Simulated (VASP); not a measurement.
The system is SnTe.

```
Sn Te
1.0
     0.00000    3.18581    3.18581
     3.18581    0.00000    3.18581
     3.18581    3.18581    0.00000
Sn Te
1 1
Direct
  0.00000 0.00000 0.00000
  0.50000 0.50000 0.50000
```

The cell is a database's computed one.

| Property | Result |
| --- | --- |
| Program | VASP 6.6.1 |
| Task | relaxation of cell and atoms |
| Functional | PBE |
| Dispersion | D3(BJ) |
| Potentials or basis | VASP PAW PBE potentials, release 64 (Sn_d, Te) |
| Cutoff | 600 eV |
| k mesh | 12 × 12 × 12 |
| Occupations | gaussian, width 0.1 eV |
| Spin | no spin polarisation |

At the start: pressure -1.2 GPa; volume 32.33 Å³/atom.

Question: Where does the relaxation end?

Answer: Over 3 steps the energy falls by 3.8 meV/atom and the volume is 31.39 Å³/atom (-2.9 %); space group Fm-3m (No. 225, to 0.05 Å).

Step by step:
```
step  energy change (eV)  largest force (eV/Å)  pressure (GPa)  volume (Å³)
   1              0.0000                0.0000           -1.24        64.67
   2             -0.0071                0.0000            0.33        62.35
   3             -0.0075                0.0000            0.00        62.79
```

Final structure:
```cif
data_structure
_symmetry_space_group_name_H-M 'P 1'
_symmetry_Int_Tables_number 1
_cell_length_a 4.4613
_cell_length_b 4.4613
_cell_length_c 4.4613
_cell_angle_alpha 60.000
_cell_angle_beta 60.000
_cell_angle_gamma 60.000
_cell_volume 62.79
loop_
_atom_site_label
_atom_site_type_symbol
_atom_site_fract_x
_atom_site_fract_y
_atom_site_fract_z
_atom_site_occupancy
Sn1 Sn 0.00000 0.00000 0.00000 1
Te1 Te 0.50000 0.50000 0.50000 1
```
